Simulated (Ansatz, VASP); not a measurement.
**One calculation of Mg6TiSb, two programs**

```xyz
8
Lattice="5.1176 0.0000 0.0000 0.0000 3.2425 5.4396 0.0000 -3.2425 5.4396" Properties=species:S:1:pos:R:3 pbc="T T T"
Sb    0.0000    0.0000    3.5435
Ti    2.5588    0.0000    1.8376
Mg    0.0000    0.0000    9.0670
Mg    0.0000   -1.6367    6.3553
Mg    0.0000    1.6367    6.3553
Mg    2.5588    0.0000    7.2343
Mg    2.5588   -1.6634    4.5618
Mg    2.5588    1.6634    4.5618
```

Change from the starting cell: volume scaled by 1.04.

Alike in both runs: task single point; functional PBE; k mesh 5 × 5 × 5; occupations fermi-dirac, width 0.05 eV; no spin polarisation.

|  | VASP | Ansatz |
| --- | --- | --- |
| version | VASP 6.6.1 | Ansatz 0.2.0 |
| potentials or method | VASP PAW PBE potentials, release 64 (Sb, Ti_sv, Mg) | Ansatz PAW |
| plane-wave cutoff (eV) | 520 | 420 |
| valence electrons in the cell | 29 | 87 |

|  | VASP | Ansatz | Ansatz less VASP |
| --- | --- | --- | --- |
| gap on the k mesh at the Fermi level (eV) | none | none | - |
| pressure (GPa) | -1.8 | -1.8 | +0.08 |
| largest component of the traceless stress (GPa) | 0.45 | 0.45 | +0.001 |
| rms of the force components (eV/Å) | 0.040 | 0.041 | +0.0007 |

Atom by atom the forces differ by 0.002 eV/Å (rms over components). A gap of «none» marks a metal or a gap that the smearing closes. The two sets of potentials don't hold the same shells in valence.

Spin-orbit coupling is left out, which matters for the levels of Sb.
